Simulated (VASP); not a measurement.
Here is a VASP 6.6.1 calculation.

File INCAR:

```
SYSTEM = HfB2
PREC = Accurate ; ENCUT = 600
EDIFF = 1E-7 ; ISMEAR = 0
SIGMA = 0.1 ; LREAL = .False.
LASPH = .True. ; NELM = 100
ALGO = Normal ; ISIF = 3
LWAVE = .False. ; LCHARG = .False.
IBRION = 2 ; NSW = 70
EDIFFG = -0.005
```

Contents of KPOINTS:

```
Automatic mesh
0
Gamma
  15 15 12
  0 0 0
```

The input POSCAR:

```
HfB2
1.0
    3.1450633627      0.0000000000      0.0000000000
   -1.5725316813      2.7237047686      0.0000000000
    0.0000000000      0.0000000000      3.4872976848
Hf B
1 2
Direct
    0.0000000000      0.0000000000      0.0000000000
    0.3333333333      0.6666666667      0.5000000000
    0.6666666667      0.3333333333      0.5000000000
```

Potentials or basis: VASP PAW LDA potentials, release 64 (Hf_pv, B).

Run with:

```sh
$ cat potpaw_LDA.64/Hf_pv/POTCAR potpaw_LDA.64/B/POTCAR > POTCAR
$ mpirun -np 1 vasp_std > vasp.out
```

(1) Predict the relaxed volume.

(2) What does it give for the band gap on the k mesh?

(3) Estimate the space group after relaxing (to 0.05 Å).

(4) What does it give for the relaxed cell?

## Answers

(1) 9.53 Å³/atom.

(2) none (metal or under the smearing width).

(3) P6/mmm (No. 191).

(4) a = 3.104 Å, b = 3.104 Å, c = 3.429 Å, α = 90.00°, β = 90.00°, γ = 120.00°.
